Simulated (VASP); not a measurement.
# Cl2BBr in VASP: reference runs

How does Cl2BBr come out in PBE? The cell is run as given.

Everything below comes from runs of VASP 6.6.1. Logs are shortened: lines on timing, memory, paths and dates and some standing lists are left out, and cuts for length are marked.

**1. The structure**

The cell holds a molecule in a box, 4 atoms: a = 11.000 Å, b = 12.000 Å, c = 12.000 Å, α = 90.00°, β = 90.00°, γ = 90.00°.

**2. Single point, PBE**

INCAR reads:

```
ALGO     = Normal         # electronic algorithm
EDIFF    = 1E-7           # SCF threshold, eV
ENCUT    = 520            # plane-wave cutoff, eV
GGA      = PE             # functional
ISIF     = 2              # what is computed and relaxed
ISMEAR   = 0              # smearing method
LASPH    = True           # aspherical terms in the spheres
LCHARG   = False          # write CHGCAR
LREAL    = False          # projectors in reciprocal space
LWAVE    = False          # write WAVECAR
NBANDS   = 20             # bands
NELM     = 60             # most SCF steps
PREC     = Accurate       # precision mode
SIGMA    = 0.01           # smearing width, eV
```

KPOINTS reads:

```
k-points
0
Gamma
  1 1 1
```

POSCAR reads:

```
BBrCl2
1.0
   11.0000000000      0.0000000000      0.0000000000
    0.0000000000     12.0000000000      0.0000000000
    0.0000000000      0.0000000000     12.0000000000
Cl B Br
2 1 1
Direct
    0.5734636400      0.5859208300      0.6152666700
    0.5609363600      0.3904875000      0.4589000000
    0.5239272700      0.5272458300      0.4912083300
    0.4289000000      0.6130125000      0.3904000000
```

Potentials or basis: VASP PAW PBE potentials, release 64 (Cl, B, Br).

Run with:

```sh
$ cat potpaw_PBE.64/Cl/POTCAR potpaw_PBE.64/B/POTCAR potpaw_PBE.64/Br/POTCAR > POTCAR
$ mpirun -np 1 vasp_gam > vasp.out
```

OUTCAR:

```text
EDIFF = 1E-7
   ENCUT = 520
   GGA = PE
   ISIF = 2
   ISMEAR = 0
   LASPH = True
   LREAL = False
   NELM = 60
   PREC = Accurate

 ion  position               nearest neighbor table
   1  0.573  0.586  0.615-   3 1.73
   2  0.561  0.390  0.459-   3 1.73
   3  0.524  0.527  0.491-   1 1.73   2 1.73   4 1.90
   4  0.429  0.613  0.390-   3 1.90

  LATTYP: Found a simple tetragonal cell.
 ALAT       =    12.0000000000
 C/A-ratio  =     0.9166666667

  Lattice vectors:

 A1 = (   0.0000000000,  12.0000000000,   0.0000000000)
 A2 = (   0.0000000000,   0.0000000000,  12.0000000000)
 A3 = (  11.0000000000,   0.0000000000,   0.0000000000)

Analysis of symmetry for initial positions (statically):
=====================================================================
 Subroutine PRICEL returns:
 Original cell was already a primitive cell.

 Routine SETGRP: Setting up the symmetry group for a
 simple tetragonal supercell.

 Subroutine GETGRP returns: Found  1 space group operations
 (whereof  1 operations were pure point group operations)
 out of a pool of 16 trial point group operations.

The static configuration has the point symmetry C_1 .

Analysis of symmetry for dynamics (positions and initial velocities):
=====================================================================
 Subroutine PRICEL returns:
 Original cell was already a primitive cell.

 Routine SETGRP: Setting up the symmetry group for a
 simple tetragonal supercell.

 Subroutine GETGRP returns: Found  1 space group operations
 (whereof  1 operations were pure point group operations)
 out of a pool of 16 trial point group operations.

The dynamic configuration has the point symmetry C_1 .

 Subroutine INISYM returns: Found  1 space group operations
 (whereof  1 operations are pure point group operations),
 and found     1 'primitive' translations

----------------------------------------------------------------------------------------

                                     Primitive cell

  volume of cell :    1584.0000

  direct lattice vectors                    reciprocal lattice vectors
    11.000000000  0.000000000  0.000000000     0.090909091  0.000000000  0.000000000
     0.000000000 12.000000000  0.000000000     0.000000000  0.083333333  0.000000000
     0.000000000  0.000000000 12.000000000     0.000000000  0.000000000  0.083333333

  length of vectors
    11.000000000 12.000000000 12.000000000     0.090909091  0.083333333  0.083333333

  position of ions in fractional coordinates (direct lattice)
     0.573463640  0.585920830  0.615266670
     0.560936360  0.390487500  0.458900000
     0.523927270  0.527245830  0.491208330
     0.428900000  0.613012500  0.390400000

  ion indices of the primitive-cell ions
   primitive index   ion index
                 1           1
                 2           2
                 3           3
                 4           4

----------------------------------------------------------------------------------------

 KPOINTS: k-points

Automatic generation of k-mesh.
 Grid dimensions read from file:
 generate k-points for:    1    1    1

 Generating k-lattice:

  Cartesian coordinates                     Fractional coordinates (reciprocal lattice)
     0.090909091  0.000000000  0.000000000     1.000000000  0.000000000  0.000000000
     0.000000000  0.083333333  0.000000000     0.000000000  1.000000000  0.000000000
     0.000000000  0.000000000  0.083333333     0.000000000  0.000000000  1.000000000

  Length of vectors
     0.090909091  0.083333333  0.083333333

  Shift w.r.t. Gamma in fractional coordinates (k-lattice)
     0.000000000  0.000000000  0.000000000

 Subroutine IBZKPT returns following result:
 ===========================================

 Found      1 irreducible k-points:

 Following reciprocal coordinates:
            Coordinates               Weight
  0.000000  0.000000  0.000000      1.000000
   k-points           NKPTS =      1   k-points in BZ     NKDIM =      1   number of bands    NBANDS=     20
   number of dos      NEDOS =    301   number of ions     NIONS =      4
   total plane-waves  NPLWV = 680400
   dimension x,y,z NGX =    84 NGY =   90 NGZ =   90
   dimension x,y,z NGXF=   168 NGYF=  180 NGZF=  180
   ions per type =               2   1   1
   NGX,Y,Z   is equivalent  to a cutoff of  12.70, 12.47, 12.47 a.u.
   NGXF,Y,Z  is equivalent  to a cutoff of  25.39, 24.94, 24.94 a.u.
 SYSTEM =  unknown system
   PREC   = accura    normal or accurate (medium, high low for compatibility)
   ISTART =      0    job   : 0-new  1-cont  2-samecut
   ICHARG =      2    charge: 1-file 2-atom 10-const
   ISPIN  =      1    spin polarized calculation?
   LNONCOLLINEAR =      F non collinear calculations
   LSORBIT =      F    spin-orbit coupling
   LASPH  =      T    aspherical Exc in radial PAW
   ENCUT  =  520.0 eV  38.22 Ry    6.18 a.u.  20.45 22.31 22.31*2*pi/ulx,y,z
   NELM   =     60;   NELMIN=  2; NELMDL= -5     # of ELM steps
   EDIFF  = 0.1E-06   stopping-criterion for ELM
   LREAL  =      F    real-space projection
   EDIFFG = 0.1E-05   stopping-criterion for IOM
   NSW    =      0    number of steps for IOM
   IBRION =     -1    ionic relax: 0-MD 1-quasi-New 2-CG
   NFREE  =      0    steps in history (QN), initial steepest desc. (CG)
   ISIF   =      2    stress and relaxation
   ISYM   =      2    0-nonsym 1-usesym 2-fastsym
   POTIM  = 0.5000    time-step for ionic-motion
   TEBEG  =    0.0;   TEEND  =   0.0 temperature during run
   PSTRESS=    0.0 pullay stress
   NELECT =      24.0000    total number of electrons
   NUPDOWN=      -1.0000    fix difference up-down
   EMIN   =  10.00;   EMAX   =-10.00  energy-range for DOS
   EFERMI =   0.00;   METHOD = LEGACY
   ISMEAR =     0;   SIGMA  =   0.01  broadening in eV -4-tet -1-fermi 0-gaus
   EFERMI_NEDOS =   21; number of points for ismear=-14 and -15
   IALGO  =     38    algorithm
   IMIX   =      4    mixing-type and parameters
     AMIX     =   0.40;   BMIX     =  1.00
     AMIX_MAG =   1.60;   BMIX_MAG =  1.00
  volume/ion in A,a.u.               =     396.00      2672.34
  Fermi-wavevector in a.u.,A,eV,Ry     =   0.405098  0.765524  2.232777  0.164104
  Thomas-Fermi vector in A             =   1.357169
   LORBIT       =      0    0 simple, 1 ext, 2 COOP (PROOUT), +10 PAW based schemes
   GGA     = PE    functional components
   LHFCALC =     F    Hartree Fock is set to
   AEXX    =    0.0000 exact exchange contribution
   IVDW    =     0    specifies the selected vdW correction
   LEPSILON=     F    determine dielectric tensor
   LRPA    =     F    only Hartree local field effects (RPA)
 non-spin polarized calculation
 Gauss-broadening in eV      SIGMA  =   0.01
  energy-cutoff  :      520.00
  volume of cell :     1584.00
 maximum number of plane-waves:     21371
 NGX is ok and might be reduce to    84
   NGX = 41   NGY = 45   NGZ = 45

 number of electron      24.0000003 magnetization

 Free energy of the ion-electron system (eV)
  ---------------------------------------------------
  ext. energy  EPLUGINS =         0.00000000
  ---------------------------------------------------
  free energy    TOTEN  =       -15.27337995 eV

  energy without entropy =      -15.27337995  energy(sigma->0) =      -15.27337995

 E-fermi :  -6.8008     XC(G=0):  -0.9752

 val. band max:       -6.8986841192   @ k =   0.0000   0.0000   0.0000
 cond. band min:      -2.3436527661   @ k =   0.0000   0.0000   0.0000
 fundamental gap:      4.5550313531
 Fermi energy:        -6.8007798291

 k-point     1 :       0.0000    0.0000    0.0000
  band No.  band energies     occupation
      1     -21.8618      2.00000
      2     -20.8556      2.00000
      3     -20.1963      2.00000
      4     -12.6757      2.00000
      5     -10.8145      2.00000
      6     -10.4868      2.00000
[... 12 lines left out ...]
     19       0.9188      0.00000
     20       1.0070      0.00000

------------------------ aborting loop because EDIFF is reached ----------------------------------------

  FORCE on cell =-STRESS in cart. coord.  units (eV):
  Direction    XX          YY          ZZ          XY          YZ          ZX
  --------------------------------------------------------------------------------------
  -------------------------------------------------------------------------------------
  Total        0.1714020      0.4881986      0.4482196     -0.1770448      0.0333199      0.2474169
  in kB        0.1733689      0.4938010      0.4533632     -0.1790765      0.0337023      0.2502562
  external PRESSURE =       0.3735110 kB  Pullay stress =       0.0000000 kB

 VOLUME and BASIS-vectors are now :
 -----------------------------------------------------------------------------
  energy-cutoff  :      520.00
  volume of cell :     1584.00
      direct lattice vectors                 reciprocal lattice vectors
    11.000000000  0.000000000  0.000000000     0.090909091  0.000000000  0.000000000
     0.000000000 12.000000000  0.000000000     0.000000000  0.083333333  0.000000000
     0.000000000  0.000000000 12.000000000     0.000000000  0.000000000  0.083333333

 POSITION                                       TOTAL-FORCE (eV/Angst)
 -----------------------------------------------------------------------------------
      6.30810      7.03105      7.38320         0.061764      0.086692      0.173690
      6.17030      4.68585      5.50680         0.044735     -0.189599     -0.048769
      5.76320      6.32695      5.89450         0.036783     -0.037921      0.039887
      4.71790      7.35615      4.68480        -0.143283      0.140828     -0.164808
 -----------------------------------------------------------------------------------
    total drift:                                0.000190      0.000325      0.000030

  FREE ENERGIE OF THE ION-ELECTRON SYSTEM (eV)
  ---------------------------------------------------
  free  energy   TOTEN  =       -15.2733799527 eV

  energy  without entropy=      -15.2733799527  energy(sigma->0) =      -15.27337995
```

It took 72 s on 1 thread of AMD EPYC 9R45 (Zen 5), shared host; peak memory 1.1 GiB.

Results:

```yaml
Free_energy: -15.2734 eV
Largest_force: 0.260 eV/Å
Gap_between_the_frontier_levels: 4.55 eV
```

Forces in eV/Å, atoms in the order of the input:
```
Cl   0.062  0.087  0.174
Cl   0.045 -0.190 -0.049
B    0.037 -0.038  0.040
Br  -0.143  0.141 -0.165
```

Levels at points of the mesh, in eV from the valence-band top:
| k point | band 9 | band 10 | band 11 | band 12 | band 13 | band 14 | band 15 | band 16 |
| --- | --- | --- | --- | --- | --- | --- | --- | --- |
| (0.00, 0.00, 0.00) | -1.09 | -0.98 | -0.56 | 0.00 | 4.55 | 6.33 | 7.09 | 7.60 |

As with any semilocal functional, this PBE gap is likely too small.
